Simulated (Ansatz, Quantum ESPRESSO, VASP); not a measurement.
**One structure in several programs: CsCaH3 (Pm-3m, 5 atoms in the cell)**

Self-consistent single point.

```
CsCaH3
1.0
    4.62119     0.00000     0.00000
    0.00000     4.62119     0.00000
    0.00000     0.00000     4.62119
Cs Ca H
1 1 3
Cartesian
  0.00000   0.00000   0.00000
  2.31060   2.31060   2.31060
  2.31060   0.00000   2.31060
  0.00000   2.31060   2.31060
  2.31060   2.31060   0.00000
```

Shared settings, as Ansatz (a first-principles code) writes them: kpoints.mp_grid.grid = 3 3 3; scf.occupations.method = fermi_dirac; scf.occupations.width = 0.0007 Ry. Potentials and cutoffs stand in the table.

```csv
code,model,pressure (GPa),gap on the mesh (eV),cutoff
Quantum ESPRESSO,"PBEsol, PseudoDojo standard norm-conserving (PBESOL) pseudopotentials",-1.28,3.825,75 Ry
Ansatz,"PBEsol, default PAW files made with PBE",-1.30,3.824,30.9 Ry
VASP,"PBEsol, VASP's PBE PAW potentials (set 64)",-1.87,–,300 eV
```

A dash marks a value that a program does not give, or that is left out as unsure.

No gap is tabulated for VASP: it is not read from that output, or partly filled or unconverged empty levels leave it unsure.

Gaps are read on the mesh. Another mesh or the band path gives a smaller gap, so these values are not converged in the mesh.

The spread over the programs that give each value: pressure within 0.59 GPa; gap on the mesh within 0.001 eV.

Ansatz's pressure is given at a fixed set of plane waves, as the other plane-wave codes print theirs; with its correction for the finite basis it is -1.25 GPa.

On the base mesh (6 6 6) the same programs gave: Quantum ESPRESSO pressure -1.24 GPa, gap on the mesh 2.954 eV; Ansatz pressure -1.25 GPa, gap on the mesh 2.953 eV; VASP pressure -1.83 GPa.

The values differ from the base mesh's, so the mesh still matters here: the table compares the programs at equal settings.

VASP's run is marked for a possible Pulay error in its stress at this cutoff; no cutoff test was made.

The starting cell comes from a database of computed structures (which also holds hypothetical and non-ambient phases and stackings), without a prior relaxation at this level.

Left out of this page: ABINIT (with a known weakness of the program); GPAW, FLEUR and SIESTA (not drawn, or without a comparable value); CP2K (on another mesh).

Keys are those of Ansatz 0.2.
